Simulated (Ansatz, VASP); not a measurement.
# TiTe2 in two plane-wave programs

Aim: how closely do two programs agree when they are given the same cell, functional and k mesh? The cell is taken from a series of runs on this material, whose earlier steps may have relaxed, scaled, displaced or heated it; both programs get it as it stands.

Program: Ansatz 0.2.0. Level of theory: plane waves, with VASP 6.6.1 beside it; LDA. Results are calculated unless marked as measured.

## 1. The starting structure

It takes space group P-3m1 (No. 164, trigonal). Conventional cell: a = 3.679 Å, b = 3.679 Å, c = 6.389 Å, α = 90.00°, β = 90.00°, γ = 120.00°. Ti has 6 Te at 2.72 Å nearest. Nearest to Te lie 3 Ti at 2.72 Å. Farther neighbours and most contacts between anions are not listed.

## 2. VASP: zone-centre phonons, LDA

Second derivatives magnify differences that forces hide, and they need a tight electronic threshold.

Lines of VASP's logs that name or quote its potential files are left out, and so is its time.

Input file INCAR:

```
SYSTEM = TiTe2
PREC = Accurate
ENCUT = 500
EDIFF = 1E-08
NELM = 120
ISMEAR = 1
SIGMA = 0.2
LREAL = .FALSE.
ALGO = Normal
GGA = CA
NBANDS = 18
LASPH = .TRUE.
LORBIT = 11
LWAVE = .FALSE.
LCHARG = .FALSE.
ISIF = 2
IBRION = 8
GGA_COMPAT = .FALSE.
KPAR = 2
```

Input file POSCAR:

```
TiTe2
1.0
    3.6791745118      0.0000000000      0.0000000000
   -1.8395872559      3.1862585922      0.0000000000
    0.0000000000      0.0000000000      6.3886948823
Ti Te
1 2
Direct
    0.0000000000      0.0000000000      0.0000000000
    0.6666666667      0.3333333333      0.2669027467
    0.3333333333      0.6666666667      0.7330972533
```

Input file KPOINTS:

```
Automatic mesh
0
Gamma
15 15 8
0 0 0
```

The projector-augmented-wave data sets are Ti_sv and Te (LDA family, release 64).

Started as:

```bash
$ mpirun -np 2 vasp_std
```

Numbers of over 12 decimals in the logs are rounded to 6 here.

What it wrote:

```text
[banner, memory and clock lines left out]
running    2 mpi-ranks, on    1 nodes
 distrk:  each k-point on    1 cores,    2 groups
 distr:  one band on    1 cores,    1 groups

 POSCAR found type information on POSCAR TiTe
 POSCAR found :  2 types and       3 ions
 LDA part: xc-table for (Slater(with rela. corr.)+CA(PZ))
 , standard interpolation
 POSCAR, INCAR and KPOINTS ok, starting setup
 FFT: planning ... GRIDC
 FFT: planning ... GRID_SOFT
 FFT: planning ... GRID
 WAVECAR not read
 entering main loop
       N       E                     dE             d eps       ncg     rms          rms(c)
DAV:   1     0.174406242327E+03    0.17441E+03   -0.10658E+04  6912   0.121E+03
DAV:   2    -0.408238131761E+01   -0.17849E+03   -0.17475E+03  7444   0.308E+02
DAV:   3    -0.197550009898E+02   -0.15673E+02   -0.15261E+02 10642   0.843E+01
DAV:   4    -0.202989765080E+02   -0.54398E+00   -0.54218E+00  8822   0.149E+01
DAV:   5    -0.203190089130E+02   -0.20032E-01   -0.20026E-01 10350   0.276E+00    0.125E+01
DAV:   6    -0.203093831080E+02    0.96258E-02   -0.33780E+01  8208   0.382E+01    0.126E+01
DAV:   7    -0.185489491963E+02    0.17604E+01   -0.24153E+01  8872   0.307E+01    0.512E+00
DAV:   8    -0.183437819123E+02    0.20517E+00   -0.12775E+00  7986   0.813E+00    0.161E+00
DAV:   9    -0.183500607877E+02   -0.62789E-02   -0.12799E-01  9172   0.222E+00    0.123E+00
DAV:  10    -0.183423945486E+02    0.76662E-02   -0.12765E-01  8356   0.269E+00    0.661E-01
DAV:  11    -0.183409204742E+02    0.14741E-02   -0.22442E-02  8234   0.109E+00    0.333E-01
DAV:  12    -0.183406412906E+02    0.27918E-03   -0.37038E-03  8306   0.425E-01    0.177E-01
DAV:  13    -0.183405887331E+02    0.52558E-04   -0.24013E-04  8436   0.121E-01    0.303E-02
DAV:  14    -0.183405897927E+02   -0.10597E-05   -0.88244E-06  8090   0.236E-02    0.251E-02
DAV:  15    -0.183405876402E+02    0.21526E-05   -0.64178E-06  8504   0.197E-02    0.974E-03
DAV:  16    -0.183405873553E+02    0.28491E-06   -0.14702E-06  9802   0.705E-03    0.225E-03
DAV:  17    -0.183405873484E+02    0.68958E-08   -0.31796E-08  7466   0.131E-03
   1 F= -.18340587E+02 E0= -.18341009E+02  d E =0.126453E-02
 Linear response reoptimize wavefunctions to high precision
DAV:   1    -0.183405873386E+02    0.98175E-08   -0.55252E-08  8934   0.158E-03
DAV:   2    -0.183405873387E+02   -0.10459E-09   -0.11096E-09  4476   0.261E-04
DAV:   3    -0.183405873387E+02   -0.30013E-10   -0.11023E-10  4116   0.827E-05
 Linear response DOF=           4
 Linear response progress:
  Degree of freedom:   1/  4
       N       E                     dE             d eps       ncg     rms          rms(c)
RMM:   1    -0.725222327788E+00   -0.72522E+00    0.13687E+01 17611   0.129E+02
RMM:   2    -0.681888740519E+00    0.43334E-01   -0.44645E-01 30204   0.524E+00    0.190E-01
RMM:   3    -0.678762778005E+00    0.31260E-02   -0.24039E-02 34521   0.114E+00    0.920E-02
RMM:   4    -0.679116585643E+00   -0.35381E-03   -0.15136E-02 41404   0.494E-01    0.368E-02
RMM:   5    -0.680424444828E+00   -0.13079E-02   -0.80443E-04 40991   0.159E-01    0.153E-02
RMM:   6    -0.680860300549E+00   -0.43586E-03   -0.22095E-04 42577   0.689E-02    0.948E-03
RMM:   7    -0.680875947425E+00   -0.15647E-04   -0.37978E-05 41489   0.323E-02    0.267E-03
RMM:   8    -0.680830832352E+00    0.45115E-04   -0.18672E-05 45886   0.163E-02    0.112E-03
RMM:   9    -0.680844915355E+00   -0.14083E-04   -0.75560E-06 45960   0.802E-03    0.316E-04
RMM:  10    -0.680848049956E+00   -0.31346E-05   -0.49724E-06 46480   0.458E-03    0.218E-04
RMM:  11    -0.680856225246E+00   -0.81753E-05   -0.25244E-06 44322   0.301E-03    0.631E-05
RMM:  12    -0.680856276869E+00   -0.51623E-07   -0.21213E-06 47336   0.206E-03    0.409E-05
RMM:  13    -0.680855390860E+00    0.88601E-06   -0.16727E-06 46679   0.155E-03    0.286E-05
RMM:  14    -0.680855236691E+00    0.15417E-06   -0.12496E-06 47064   0.124E-03    0.535E-05
RMM:  15    -0.680855396017E+00   -0.15933E-06   -0.99283E-07 46327   0.104E-03    0.567E-05
RMM:  16    -0.680855721358E+00   -0.32534E-06   -0.85004E-07 43163   0.901E-04    0.465E-05
RMM:  17    -0.680855891677E+00   -0.17032E-06   -0.72413E-07 44990   0.785E-04    0.461E-05
RMM:  18    -0.680855903535E+00   -0.11858E-07   -0.53760E-07 47074   0.696E-04    0.499E-05
 first order change of Fermi-energy  -0.90013E-03
 force on displaced ion       1 direction 1 :  -5.560   0.000   0.000
 Linear response progress:
  Degree of freedom:   2/  4
       N       E                     dE             d eps       ncg     rms          rms(c)
RMM:   1    -0.723556471444E+00   -0.72356E+00    0.21709E+01  6921   0.133E+02
RMM:   2    -0.677462658091E+00    0.46094E-01   -0.42697E-01 11517   0.492E+00    0.211E-01
RMM:   3    -0.675337580771E+00    0.21251E-02   -0.28568E-02 13485   0.111E+00    0.104E-01
RMM:   4    -0.675832492575E+00   -0.49491E-03   -0.17116E-02 15655   0.476E-01    0.518E-02
RMM:   5    -0.676899817726E+00   -0.10673E-02   -0.74640E-04 15640   0.150E-01    0.237E-02
RMM:   6    -0.677318863875E+00   -0.41905E-03   -0.20968E-04 15512   0.708E-02    0.129E-02
RMM:   7    -0.677373371117E+00   -0.54507E-04   -0.58798E-05 15323   0.355E-02    0.327E-03
RMM:   8    -0.677305744903E+00    0.67626E-04   -0.29592E-05 17315   0.182E-02    0.164E-03
RMM:   9    -0.677324188384E+00   -0.18443E-04   -0.12882E-05 17528   0.903E-03    0.632E-04
RMM:  10    -0.677319138173E+00    0.50502E-05   -0.12467E-05 17723   0.559E-03    0.346E-04
RMM:  11    -0.677325333795E+00   -0.61956E-05   -0.57340E-06 16904   0.409E-03    0.167E-04
RMM:  12    -0.677328731122E+00   -0.33973E-05   -0.68595E-06 17089   0.320E-03    0.105E-04
RMM:  13    -0.677326495206E+00    0.22359E-05   -0.55740E-06 17457   0.262E-03    0.875E-05
RMM:  14    -0.677326684675E+00   -0.18947E-06   -0.48298E-06 18214   0.223E-03    0.131E-04
RMM:  15    -0.677326887404E+00   -0.20273E-06   -0.28963E-06 17928   0.196E-03    0.149E-04
RMM:  16    -0.677326550381E+00    0.33702E-06   -0.18125E-06 16827   0.176E-03    0.203E-04
RMM:  17    -0.677326615258E+00   -0.64877E-07   -0.16409E-06 16736   0.159E-03    0.218E-04
RMM:  18    -0.677326701227E+00   -0.85968E-07   -0.15601E-06 16296   0.145E-03    0.224E-04
RMM:  19    -0.677326761381E+00   -0.60154E-07   -0.11374E-06 16358   0.132E-03    0.259E-04
RMM:  20    -0.677326868986E+00   -0.10761E-06   -0.76193E-07 15314   0.123E-03    0.251E-04
 first order change of Fermi-energy   0.17310E-02
 force on displaced ion       1 direction 3 :  -0.000  -0.000 -11.623
 Linear response progress:
  Degree of freedom:   3/  4
       N       E                     dE             d eps       ncg     rms          rms(c)
RMM:   1    -0.439950745253E-01   -0.43995E-01    0.29556E-03 78242   0.114E+00
RMM:   2    -0.419238898406E-01    0.20712E-02   -0.34258E-03 65002   0.346E-01    0.827E-02
RMM:   3    -0.420480105176E-01   -0.12412E-03   -0.90574E-04 76014   0.146E-01    0.424E-02
RMM:   4    -0.421096041460E-01   -0.61594E-04   -0.18045E-04 81139   0.560E-02    0.327E-02
RMM:   5    -0.422010697077E-01   -0.91466E-04   -0.37879E-05 71061   0.309E-02    0.320E-03
RMM:   6    -0.421926205008E-01    0.84492E-05   -0.97358E-06 82162   0.131E-02    0.180E-03
RMM:   7    -0.421922808763E-01    0.33962E-06   -0.32542E-06 81653   0.574E-03    0.991E-04
RMM:   8    -0.421923424463E-01   -0.61570E-07   -0.10561E-06 80531   0.281E-03    0.475E-04
RMM:   9    -0.421924529915E-01   -0.11055E-06   -0.49736E-07 84903   0.137E-03    0.197E-04
RMM:  10    -0.421923237497E-01    0.12924E-06   -0.16665E-07 86703   0.695E-04    0.628E-05
RMM:  11    -0.421923741388E-01   -0.50389E-07   -0.17441E-07 85474   0.373E-04    0.266E-05
RMM:  12    -0.421923553326E-01    0.18806E-07   -0.42958E-08 86926   0.219E-04    0.993E-06
RMM:  13    -0.421923714367E-01   -0.16104E-07   -0.84165E-08 85641   0.141E-04    0.249E-06
RMM:  14    -0.421923672895E-01    0.41472E-08    0.28573E-09 87833   0.995E-05    0.132E-06
 first order change of Fermi-energy   0.55351E-04
 force on displaced ion       2 direction 1 :  -3.857   0.001   0.001
 Linear response progress:
  Degree of freedom:   4/  4
       N       E                     dE             d eps       ncg     rms          rms(c)
RMM:   1    -0.678732835726E-01   -0.67873E-01    0.29911E-02 16585   0.134E+00
RMM:   2    -0.651740639169E-01    0.26992E-02   -0.40371E-03 14398   0.372E-01    0.162E-01
RMM:   3    -0.653643149704E-01   -0.19025E-03   -0.13314E-03 13777   0.250E-01    0.125E-01
RMM:   4    -0.652578176197E-01    0.10650E-03   -0.48368E-04 13565   0.165E-01    0.640E-02
RMM:   5    -0.652778955341E-01   -0.20078E-04   -0.14107E-04 16138   0.635E-02    0.470E-02
RMM:   6    -0.653220784152E-01   -0.44183E-04   -0.35157E-05 15888   0.344E-02    0.437E-03
RMM:   7    -0.653220643752E-01    0.14040E-07   -0.11073E-05 17547   0.154E-02    0.413E-03
RMM:   8    -0.653205462732E-01    0.15181E-05   -0.31539E-06 17433   0.660E-03    0.262E-03
RMM:   9    -0.653193219882E-01    0.12243E-05   -0.14054E-06 15661   0.370E-03    0.111E-03
RMM:  10    -0.653200076577E-01   -0.68567E-06   -0.99976E-07 16901   0.197E-03    0.318E-04
RMM:  11    -0.653199235562E-01    0.84101E-07    0.90739E-08 17037   0.954E-04    0.120E-04
RMM:  12    -0.653200213555E-01   -0.97799E-07   -0.58868E-07 17933   0.491E-04    0.849E-05
RMM:  13    -0.653199374588E-01    0.83897E-07   -0.20165E-07 16641   0.278E-04    0.342E-05
RMM:  14    -0.653199443236E-01   -0.68648E-08   -0.20467E-07 17980   0.164E-04    0.245E-05
RMM:  15    -0.653199485457E-01   -0.42221E-08   -0.11364E-07 17626   0.110E-04    0.282E-06
RMM:  16    -0.653199501289E-01   -0.15833E-08   -0.32269E-08 17971   0.808E-05    0.223E-06
 first order change of Fermi-energy   0.30271E+00
 force on displaced ion       2 direction 3 :   0.000  -0.000  -7.983
 Linear response finished
```

Parts of OUTCAR (step 2):

```text
ion  position               nearest neighbor table
   1  0.000  0.000  0.000-   2 2.72   3 2.72   2 2.72   3 2.72   2 2.72   3 2.72
   2  0.667  0.333  0.267-   1 2.72   1 2.72   1 2.72   3 3.66   3 3.66   3 3.66
   3  0.333  0.667  0.733-   1 2.72   1 2.72   1 2.72   2 3.66   2 3.66   2 3.66

  LATTYP: Found a hexagonal cell.
 ALAT       =     3.6791745118
 C/A-ratio  =     1.7364479075

 Subroutine GETGRP returns: Found 12 space group operations
 (whereof 12 operations were pure point group operations)

The static configuration has the point symmetry D_3d.

 Found    192 irreducible k-points:

   k-points           NKPTS =    192   k-points in BZ     NKDIM =    192   number of bands    NBANDS=     18

   dimension x,y,z NGX =    28 NGY =   28 NGZ =   48
   dimension x,y,z NGXF=    56 NGYF=   56 NGZF=   96

   ENCUT  =  500.0 eV  36.75 Ry    6.06 a.u.   6.71  6.71 11.65*2*pi/ulx,y,z

   NELECT =      24.0000    total number of electrons

 k-points in reciprocal lattice and weights: Automatic mesh
   0.00000000  0.00000000  0.00000000       0.001
   0.06666667  0.00000000  0.00000000       0.003
   0.13333333  0.00000000  0.00000000       0.003
   0.20000000  0.00000000  0.00000000       0.003
   0.26666667  0.00000000  0.00000000       0.003
   0.33333333  0.00000000  0.00000000       0.003
   0.40000000  0.00000000  0.00000000       0.003
   0.46666667  0.00000000  0.00000000       0.003
   0.06666667  0.06666667  0.00000000       0.003
[...]
0.33333333  0.26666667  0.50000000       0.007
   0.33333333  0.33333333  0.50000000       0.001

 average (electrostatic) potential at core
       1 -73.7355       2 -87.4260       3 -87.4260

  Total       -0.2382598     -0.2382598     -0.2321652      0.0000000      0.0000000      0.0000000
  in kB       -5.0970372     -5.0970372     -4.9666575      0.0000000      0.0000000      0.0000000
  external PRESSURE =      -5.0535773 kB  Pullay stress =       0.0000000 kB

  energy-cutoff  :      500.00
  volume of cell :       74.89
      direct lattice vectors                 reciprocal lattice vectors
     3.679174512  0.000000000  0.000000000     0.271800100  0.156923861  0.000000000
    -1.839587256  3.186258592  0.000000000     0.000000000  0.313847722  0.000000000
     0.000000000  0.000000000  6.388694882     0.000000000  0.000000000  0.156526492

 POSITION                                       TOTAL-FORCE (eV/Angst)
 -----------------------------------------------------------------------------------
      0.00000      0.00000      0.00000         0.000000      0.000000      0.000000
      1.83959      1.06209      1.70516        -0.000000      0.000000      0.033338
     -0.00000      2.12417      4.68353         0.000000      0.000000     -0.033338
 -----------------------------------------------------------------------------------
    total drift:                                0.000000     -0.000000     -0.000000

 Eigenvectors and eigenvalues of the dynamical matrix
 ----------------------------------------------------

   1 f  =    8.389628 THz    52.713585 2PiTHz  279.847856 cm-1    34.696697 meV
             X         Y         Z           dx          dy          dz
      0.000000  0.000000  0.000000     0.000000   -0.000000    0.918101
      1.839587  1.062086  1.705160     0.000000    0.000000   -0.280260
     -0.000000  2.124172  4.683535    -0.000000    0.000000   -0.280260

   2 f  =    5.803257 THz    36.462937 2PiTHz  193.575807 cm-1    24.000330 meV
             X         Y         Z           dx          dy          dz
      0.000000  0.000000  0.000000    -0.000025    0.918014    0.000000
      1.839587  1.062086  1.705160     0.000008   -0.280402    0.000000
     -0.000000  2.124172  4.683535     0.000008   -0.280402   -0.000000

   3 f  =    5.803257 THz    36.462937 2PiTHz  193.575807 cm-1    24.000330 meV
             X         Y         Z           dx          dy          dz
      0.000000  0.000000  0.000000     0.918014    0.000025   -0.000000
      1.839587  1.062086  1.705160    -0.280402   -0.000008   -0.000000
     -0.000000  2.124172  4.683535    -0.280402   -0.000008    0.000000

   4 f  =    4.418417 THz    27.761730 2PiTHz  147.382512 cm-1    18.273094 meV
             X         Y         Z           dx          dy          dz
      0.000000  0.000000  0.000000    -0.000000    0.000000   -0.000000
      1.839587  1.062086  1.705160     0.000000   -0.000000   -0.707107
     -0.000000  2.124172  4.683535    -0.000000    0.000000    0.707107

   5 f  =    3.078773 THz    19.344500 2PiTHz  102.696808 cm-1    12.732776 meV
             X         Y         Z           dx          dy          dz
      0.000000  0.000000  0.000000     0.000000    0.000000    0.000000
      1.839587  1.062086  1.705160     0.000002    0.707107   -0.000000
     -0.000000  2.124172  4.683535    -0.000002   -0.707107    0.000000

   6 f  =    3.078773 THz    19.344500 2PiTHz  102.696808 cm-1    12.732776 meV
             X         Y         Z           dx          dy          dz
      0.000000  0.000000  0.000000     0.000000   -0.000000   -0.000000
      1.839587  1.062086  1.705160     0.707107   -0.000002   -0.000000
     -0.000000  2.124172  4.683535    -0.707107    0.000002   -0.000000

   7 f/i=    0.005794 THz     0.036405 2PiTHz    0.193269 cm-1     0.023962 meV
             X         Y         Z           dx          dy          dz
      0.000000  0.000000  0.000000     0.012848   -0.396340    0.000000
      1.839587  1.062086  1.705160     0.021032   -0.648793    0.000000
     -0.000000  2.124172  4.683535     0.021032   -0.648793    0.000000

   8 f/i=    0.005794 THz     0.036405 2PiTHz    0.193269 cm-1     0.023962 meV
             X         Y         Z           dx          dy          dz
      0.000000  0.000000  0.000000     0.396340    0.012848    0.000000
      1.839587  1.062086  1.705160     0.648793    0.021032    0.000000
     -0.000000  2.124172  4.683535     0.648793    0.021032    0.000000

   9 f/i=    0.010213 THz     0.064171 2PiTHz    0.340673 cm-1     0.042238 meV
             X         Y         Z           dx          dy          dz
      0.000000  0.000000  0.000000     0.000000   -0.000000   -0.396347
      1.839587  1.062086  1.705160     0.000000   -0.000000   -0.649195
     -0.000000  2.124172  4.683535     0.000000   -0.000000   -0.649195

 ELASTIC MODULI CONTR FROM IONIC RELAXATION (kBar)
 Direction    XX          YY          ZZ          XY          YZ          ZX
 --------------------------------------------------------------------------------
 XX        -235.1103   -151.5575   -365.5288     -0.0000   -139.6034     -0.0000
 YY        -151.5575   -235.1103   -365.5288      0.0000    139.6034      0.0000
 ZZ        -365.5288   -365.5288   -691.0908     -0.0000      0.0000     -0.0000
 XY          -0.0000      0.0000     -0.0000    -41.7764     -0.0000   -115.7888
 YZ        -139.6034    139.6034      0.0000     -0.0000   -466.5099     -0.0000
 ZX          -0.0000      0.0000     -0.0000   -115.7888     -0.0000   -320.9239
 --------------------------------------------------------------------------------
```

This run has no spin polarisation, so a moment on Ti, if there is one, isn't seen.

[end of part 1 of 2]

[Lines on the potential files, build, host, timing and source positions are cut from VASP's logs without a mark.]

[Logs are printed without paths, hosts, clocks, repeated set-up lines and the standing remarks that a program may print on its own settings, such as how far it seeks lower states.]

[Hosts, paths, dates, database ids (printed as entryN), source tags and the programs' standing remarks are cut or masked in the printed files.]
